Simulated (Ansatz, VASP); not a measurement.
## CdH2 in two plane-wave programs

Aim: how closely do two programs agree when they are given the same cell, functional and k mesh? The cell is generated by rule, not measured, and may not be a known phase. The cell is taken from a series of VASP runs on this material, whose earlier steps may have relaxed, scaled or displaced it; both programs get it as it stands.

Program: Ansatz 0.2.0. Level of theory: plane waves, with VASP 6.6.1 beside it; band structure at HSE06. Results are calculated unless marked as measured.

The structure was built from a prototype and need not be the compound's stable phase.

## (1) The starting structure

Symmetry: P-3m1, No. 164, trigonal system. The conventional cell has a = 3.323 Å, b = 3.323 Å, c = 5.614 Å, α = 90.00°, β = 90.00°, γ = 120.00°. Cd has 6 H at 2.14 Å nearest. H has 3 Cd at 2.14 Å nearest. Farther neighbours are not listed.

Structure file:

```cif
data_structure
_symmetry_space_group_name_H-M 'P-3m1'
_symmetry_Int_Tables_number 164
_cell_length_a 3.3234
_cell_length_b 3.3234
_cell_length_c 5.6136
_cell_angle_alpha 90.000
_cell_angle_beta 90.000
_cell_angle_gamma 120.000
_cell_volume 53.69
loop_
_atom_site_label
_atom_site_type_symbol
_atom_site_symmetry_multiplicity
_atom_site_Wyckoff_symbol
_atom_site_fract_x
_atom_site_fract_y
_atom_site_fract_z
_atom_site_occupancy
Cd1 Cd 1 a 0.00000 0.00000 0.00000 1
H1 H 2 d 0.33333 0.66667 0.16894 1
```

## (2) VASP: band structure, HSE06

Levels along a path test the potential and the projectors away from the mesh points.

Lines of VASP's logs that name or quote its potential files are left out, and so is its time.

The run reads the wave functions of an earlier VASP run, which isn't shown here.

File INCAR:

```
SYSTEM = CdH2
PREC = Accurate
ENCUT = 400
EDIFF = 1E-06
NELM = 100
ISMEAR = 0
SIGMA = 0.02
LREAL = .FALSE.
ALGO = Normal
LHFCALC = .TRUE.
AEXX = 0.25
GGA = PE
HFSCREEN = 0.2
LASPH = .TRUE.
NBANDS = 13
PRECFOCK = Fast
LORBIT = 11
LWAVE = .FALSE.
LCHARG = .FALSE.
KPAR = 4
ISIF = 2
```

File POSCAR:

```
CdH2
1.0
    3.3234005750      0.0000000000      0.0000000000
   -1.6617002870      2.8781493250      0.0000000000
    0.0000000000      0.0000000000      5.6135500000
Cd H
1 2
Direct
    0.0000000000      0.0000000000      0.0000000000
    0.3333333330      0.6666666670      0.1689367842
    0.6666666670      0.3333333330      0.8310632158
```

File KPOINTS:

```
Automatic mesh
0
Gamma
6 6 4
0 0 0
```

File KPOINTS_OPT:

```
Line mode
8
Line-mode
Reciprocal
  0.00000000   0.00000000   0.00000000 GAMMA
  0.50000000   0.00000000   0.00000000 M

  0.50000000   0.00000000   0.00000000 M
  0.33333333   0.33333333   0.00000000 K

  0.33333333   0.33333333   0.00000000 K
  0.00000000   0.00000000   0.00000000 GAMMA

  0.00000000   0.00000000   0.00000000 GAMMA
  0.00000000   0.00000000   0.50000000 A

  0.00000000   0.00000000   0.50000000 A
  0.50000000   0.00000000   0.50000000 L

  0.50000000   0.00000000   0.50000000 L
  0.33333333   0.33333333   0.50000000 H

  0.33333333   0.33333333   0.50000000 H
  0.00000000   0.00000000   0.50000000 A

  0.50000000   0.00000000   0.50000000 L
  0.50000000   0.00000000   0.00000000 M

  0.33333333   0.33333333   0.00000000 K
  0.33333333   0.33333333   0.50000000 H
```

The projector-augmented-wave data sets are Cd and H (PBE family, release 64).

Run with:

```bash
$ mpirun -np 4 vasp_std
```

Numbers of over 12 decimals in the logs are rounded to 6 here.

The program printed:

```text
[banner, memory and clock lines left out]
running    4 mpi-ranks, on    1 nodes
 distrk:  each k-point on    1 cores,    4 groups
 distr:  one band on    1 cores,    1 groups

 POSCAR found type information on POSCAR CdH
 POSCAR found :  2 types and       3 ions
 LDA part: xc-table for (Slater+PW92), standard interpolation
 found WAVECAR, reading the header
 POSCAR, INCAR and KPOINTS ok, starting setup
 FFT: planning ... GRIDC
 FFT: planning ... GRID_SOFT
 FFT: planning ... GRID
 reading WAVECAR
 the WAVECAR file was read successfully
 initial charge from wavefunction
 entering main loop
       N       E                     dE             d eps       ncg     rms          rms(c)
DAV:   1    -0.747221620948E+01   -0.74722E+01   -0.49341E-01   654   0.582E+00    0.171E+00
DAV:   2    -0.747461187550E+01   -0.23957E-02   -0.32998E-02   724   0.221E+00    0.765E-01
DAV:   3    -0.747349223204E+01    0.11196E-02   -0.33165E-03   754   0.758E-01    0.437E-01
DAV:   4    -0.747326974644E+01    0.22249E-03   -0.43068E-04   719   0.216E-01    0.267E-01
DAV:   5    -0.747323690008E+01    0.32846E-04   -0.12054E-04   699   0.757E-02    0.163E-01
DAV:   6    -0.747323932187E+01   -0.24218E-05   -0.27710E-05   699   0.339E-02    0.996E-02
DAV:   7    -0.747324173923E+01   -0.24174E-05   -0.47703E-06   679   0.150E-02    0.607E-02
DAV:   8    -0.747324269570E+01   -0.95647E-06   -0.77452E-07   527   0.733E-03
   1 F= -.74732427E+01 E0= -.74732427E+01  d E =-.268618E-17
 Start KPOINTS_OPT (optional k-point list driver)
k-point batch [1-24\72]
       N       E                     dE             ncg
DAV:   1    -0.103430583632E+04   -0.87570E+04      640
DAV:   2    -0.318485844878E+04   -0.21506E+04      754
DAV:   3    -0.325910760976E+04   -0.74249E+02      724
DAV:   4    -0.325957709704E+04   -0.46949E+00      789
DAV:   5    -0.325957929012E+04   -0.21931E-02      779
DAV:   6    -0.325957931321E+04   -0.23092E-04      769
DAV:   7    -0.325957931352E+04   -0.30897E-06      542
[...]
k-point batch [49-72\72]
       N       E                     dE             ncg
DAV:   1    -0.994708849913E+03   -0.11293E+05      640
DAV:   2    -0.313132475657E+04   -0.21366E+04      729
DAV:   3    -0.320876955506E+04   -0.77445E+02      724
DAV:   4    -0.320928933436E+04   -0.51978E+00      759
DAV:   5    -0.320929179309E+04   -0.24587E-02      764
DAV:   6    -0.320929182058E+04   -0.27494E-04      734
DAV:   7    -0.320929182096E+04   -0.37629E-06      532
```

Parts of OUTCAR (step 2):

```text
ion  position               nearest neighbor table
   1  0.000  0.000  0.000-   2 2.14   3 2.14   2 2.14   3 2.14   3 2.14   2 2.14
   2  0.333  0.667  0.169-   1 2.14   1 2.14   1 2.14
   3  0.667  0.333  0.831-   1 2.14   1 2.14   1 2.14

  LATTYP: Found a hexagonal cell.
 ALAT       =     3.3234005750
 C/A-ratio  =     1.6890982213

 Subroutine GETGRP returns: Found 12 space group operations
 (whereof 12 operations were pure point group operations)

The static configuration has the point symmetry D_3d.

 Found     24 irreducible k-points:

   k-points           NKPTS =     24   k-points in BZ     NKDIM =    144   number of bands    NBANDS=     13

   dimension x,y,z NGX =    24 NGY =   24 NGZ =   40
   dimension x,y,z NGXF=    48 NGYF=   48 NGZF=   80

   ENCUT  =  400.0 eV  29.40 Ry    5.42 a.u.   5.42  5.42  9.15*2*pi/ulx,y,z

   NELECT =      14.0000    total number of electrons

 k-points in reciprocal lattice and weights: Automatic mesh
   0.00000000  0.00000000  0.00000000       0.007
   0.16666667 -0.00000000  0.00000000       0.042
   0.33333333  0.00000000  0.00000000       0.042
   0.50000000 -0.00000000  0.00000000       0.021
   0.16666667  0.16666667  0.00000000       0.042
   0.33333333  0.16666667  0.00000000       0.083
   0.33333333  0.33333333  0.00000000       0.014
   0.00000000  0.00000000  0.25000000       0.014
   0.16666667 -0.00000000  0.25000000       0.042
[...]
0.33333333  0.16666667  0.50000000       0.083
   0.33333333  0.33333333  0.50000000       0.014

  exchange ACFDT corr.  =         0.00000000  see jH, gK, PRB 81, 115126

 average (electrostatic) potential at core
       1 -36.4037       2 -32.9506       3 -32.9506

 E-fermi :  -2.9286

 k-point     1 :       0.0000    0.0000    0.0000
  band No.  band energies     occupation
    ...
      3     -11.4519      2.00000
      4     -11.1110      2.00000
      5     -11.1110      2.00000
      6      -9.7409      2.00000
      7      -4.8416      2.00000
      8       2.8860      0.00000
      9       7.2914      0.00000
     10       8.8447      0.00000
     11      11.9628      0.00000
     12      11.9628      0.00000
    ...

 k-point     2 :       0.1667   -0.0000    0.0000
  band No.  band energies     occupation
    ...
      3     -11.3233      2.00000
      4     -11.2462      2.00000
      5     -11.1270      2.00000
      6      -9.3375      2.00000
      7      -4.1839      2.00000
      8       3.3544      0.00000
      9       5.6705      0.00000
     10       6.9839      0.00000
     11       9.7916      0.00000
     12      10.5920      0.00000
    ...

 k-point     3 :       0.3333    0.0000    0.0000
  band No.  band energies     occupation
    ...
      3     -11.2221      2.00000
      4     -11.1918      2.00000
      5     -11.0205      2.00000
      6      -7.8781      2.00000
      7      -3.0432      2.00000
      8       2.0331      0.00000
      9       4.6676      0.00000
     10       5.0563      0.00000
     11       7.7341      0.00000
     12       9.6919      0.00000
    ...

  Total       -1.8252775     -1.8252775     -0.2913203     -0.0000000      0.0000000      0.0000000
  in kB      -54.4635403    -54.4635403     -8.6925602     -0.0000000      0.0000000      0.0000000
  external PRESSURE =     -39.2065469 kB  Pullay stress =       0.0000000 kB

  energy-cutoff  :      400.00
  volume of cell :       53.69
      direct lattice vectors                 reciprocal lattice vectors
     3.323400575  0.000000000  0.000000000     0.300896620  0.173722745  0.000000000
    -1.661700287  2.878149325  0.000000000     0.000000000  0.347445489  0.000000000
     0.000000000  0.000000000  5.613550000     0.000000000  0.000000000  0.178140392

 POSITION                                       TOTAL-FORCE (eV/Angst)
 -----------------------------------------------------------------------------------
      0.00000      0.00000      0.00000        -0.000000      0.000000      0.000000
     -0.00000      1.91877      0.94834         0.000000      0.000000     -0.011194
      1.66170      0.95938      4.66521        -0.000000      0.000000      0.011194
 -----------------------------------------------------------------------------------
    total drift:                               -0.000002     -0.000001     -0.000077

  FREE ENERGIE OF THE ION-ELECTRON SYSTEM (eV)
  ---------------------------------------------------
  free  energy   TOTEN  =        -7.4732426957 eV

  energy  without entropy=       -7.4732426957  energy(sigma->0) =       -7.47324270

 total charge
# of ion       s       p       d       tot
------------------------------------------
    1        0.359   0.270   9.597  10.226
    2        0.497   0.004   0.000   0.502
    3        0.497   0.004   0.000   0.502
--------------------------------------------------
tot          1.354   0.279   9.597  11.230

[... 3 further parts left out ...]
```

The run ends at a pressure of -3.92 GPa, with forces up to 0.011 eV/Å.

(Part 1 of 2 ends here.)

[Lines on the potential files, build, host, timing and source positions are cut from VASP's logs without a mark.]

[Logs are printed without paths, hosts, clocks, repeated set-up lines and the standing remarks that a program may print on its own settings, such as how far it seeks lower states.]

[Hosts, paths, dates, database ids (printed as entryN), source tags and the programs' standing remarks are cut or masked in the printed files.]
